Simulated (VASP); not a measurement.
An input for Quantum ESPRESSO's pw.x (written as the equivalent of a VASP run, and not itself run):

```
&CONTROL
  calculation = 'scf'
  pseudo_dir = './pseudo'
  outdir = './out'
  tprnfor = .true.
  tstress = .true.
/
&SYSTEM
  ibrav = 0
  nat = 2
  ntyp = 2
  ecutwfc = 74
  occupations = 'smearing'
  smearing = 'gaussian'
  degauss = 0.003675
  input_dft = 'pbe'
/
&ELECTRONS
  conv_thr = 7.3e-08
  electron_maxstep = 100
/
ATOMIC_SPECIES
  Br 79.904 Br.upf
  K 39.098 K.upf
CELL_PARAMETERS angstrom
     0.0000000    3.6784180    3.6784180
     3.6784180    0.0000000    3.6784180
     3.6784180    3.6784180    0.0000000
ATOMIC_POSITIONS crystal
  Br   0.2500000  0.2500000  0.2500000
  K    0.0000000  0.0000000  0.0000000
K_POINTS automatic
  6 6 6 0 0 0
```

Task: Translate this input to VASP (INCAR, KPOINTS, POSCAR, choice of POTCAR).

Result: Several could match; the one computed here: 
### INCAR
```
! general
SYSTEM  = KBr
PREC    = Accurate
ENCUT   = 400   ! plane-wave cut-off (eV)
LREAL   = .FALSE.   ! projection in real space or not
LASPH   = .TRUE.   ! aspherical one-centre terms

! electronic loop
EDIFF   = 1E-6   ! SCF stop (eV)
NELM    = 100   ! most electronic steps
ALGO    = Normal
IMIX    = 4
AMIX    = 0.1
BMIX    = 1.0
LMAXMIX = 4

! smearing
ISMEAR  = 0   ! Gaussian
SIGMA   = 0.05   ! width (eV)

! functional
GGA     = PE   ! PBE

! ions
ISIF    = 2   ! forces and stress, cell fixed

! output
LWAVE   = .FALSE.
LCHARG  = .FALSE.
```

POSCAR:
```
KBr
1
    0.0000000000     3.6784180000     3.6784180000
    3.6784180000     0.0000000000     3.6784180000
    3.6784180000     3.6784180000     0.0000000000
Br K
1 1
Direct
  0.2500000000   0.2500000000   0.2500000000
  0.0000000000   0.0000000000   0.0000000000
```

File KPOINTS:
```
kpoints
0
G
 6 6 6
0 0 0
```

POTCAR, in this order: Br K_sv (PBE.64 set). Program: vasp_std.

Limits of the translation: the potentials are each code's own (VASP's PAW set, PseudoDojo norm-conserving files in pw.x), so ENCUT and ecutwfc are chosen apart and not converted; conv_thr bounds pw.x's estimated SCF error, while EDIFF bounds the energy change between steps.

The structure was generated: KBr was put into the zincblende type (F-43m), which need not be its known phase. The cell was not relaxed at this level. The run is one of a series of settings (AMIX = 0.1, BMIX = 1.0, IMIX = 4 against the base run), some of them coarse on purpose.
